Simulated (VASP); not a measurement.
Input:

```
Ga3InN4
1.0
    3.27245     0.00000     0.00000
   -1.63623     2.83403     0.00000
    0.00000     0.00000    10.73028
In Ga N
1 3 4
Cartesian
 -1.63623   2.83403  10.71284
  1.63623   0.94467   2.78234
  1.63623   0.94467   7.91742
 -1.63623   2.83403   5.34877
  1.63623   0.94467   0.85627
  1.63623   0.94467   5.96630
 -1.63623   2.83403   3.39740
  1.63623   2.83403   8.53436
```

Calculation: r2SCAN meta-GGA, VASP's PBE PAW potentials (set 64) (plane waves; VASP). Numerical set-up: 520 eV cut-off, 9×9×3 Γ-centred mesh, tetrahedra with Blöchl corrections, potentials In_d Ga_d N.

The cores are frozen, which limits the accuracy of field gradients.

Problem. Give the principal components of the electric field gradient (V/Å²) and the asymmetry η at each nucleus.

Solution. 
| atom | Vxx | Vyy | Vzz | η |
|---|---|---|---|---|
| In1 | -21.5 | -21.5 | 43.0 | 0.00 |
| Ga2 | 4.1 | 4.1 | -8.3 | 0.00 |
| Ga3 | 7.8 | 7.8 | -15.7 | 0.00 |
| Ga4 | 6.6 | 6.6 | -13.2 | 0.00 |
| N5 | -12.5 | -12.4 | 24.9 | 0.00 |
| N6 | 2.5 | 2.5 | -5.0 | 0.00 |
| N7 | 2.6 | 2.6 | -5.2 | 0.00 |
| N8 | -0.1 | -0.1 | 0.1 | - |

The structure comes from a computed database's InGa3N4 entry (P3m1); how it stands against other phases isn't given here. It was relaxed first.
